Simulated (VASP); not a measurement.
A convergence study with VASP on PbTe (rock salt): one setting is varied, all else stays as given below, so the limit is that of these other settings. Each run relaxes cell and ions from the cell shown. The basis is that of the starting cell, so low cut-offs carry a Pulay error.

```
CELL_PARAMETERS angstrom
      0.00000     3.23000     3.23000
      3.23000     0.00000     3.23000
      3.23000     3.23000     0.00000
ATOMIC_POSITIONS crystal
  Te 0.50000 0.50000 0.50000
  Pb 0.00000 0.00000 0.00000
```

Method: PBE GGA, VASP's PBE PAW potentials (set 64) (plane waves; VASP 6.6.1). The tightest run used: 700 eV cut-off, 6×6×6 Γ-centred mesh, Gaussian smearing of 0.050 eV, potentials Te Pb_d.

Gaps are read on the run's mesh, which can miss a band edge.

```json
[
 {"setting": "ENCUT = 200", "relaxed volume (Å³/atom)": "31.467", "E (eV/atom)": "-3.7460", "gap on the mesh (eV)": "0.576", "plane waves": "444"},
 {"setting": "ENCUT = 250", "relaxed volume (Å³/atom)": "35.199", "E (eV/atom)": "-3.7588", "gap on the mesh (eV)": "0.820", "plane waves": "620"},
 {"setting": "ENCUT = 300", "relaxed volume (Å³/atom)": "35.205", "E (eV/atom)": "-3.7583", "gap on the mesh (eV)": "0.820", "plane waves": "821"},
 {"setting": "ENCUT = 350", "relaxed volume (Å³/atom)": "35.162", "E (eV/atom)": "-3.7581", "gap on the mesh (eV)": "0.818", "plane waves": "1018"}
]
```

Q: These are the cheaper rows. Estimate the results at ENCUT = 700, and how far the last row shown lies from them.

A: 
```json
[
 {"quantity": "relaxed volume (Å³/atom)", "tightest run": "35.431", "last row shown is off by": "-0.269"},
 {"quantity": "E (eV/atom)", "tightest run": "-3.7619", "last row shown is off by": "0.0038"},
 {"quantity": "gap on the mesh (eV)", "tightest run": "0.832", "last row shown is off by": "-0.014"}
]
```

Left out are rungs that failed or repeat a setting and relaxations that didn't move; long series are thinned to 24 rows.

The compound is PbTe in the rock salt structure.
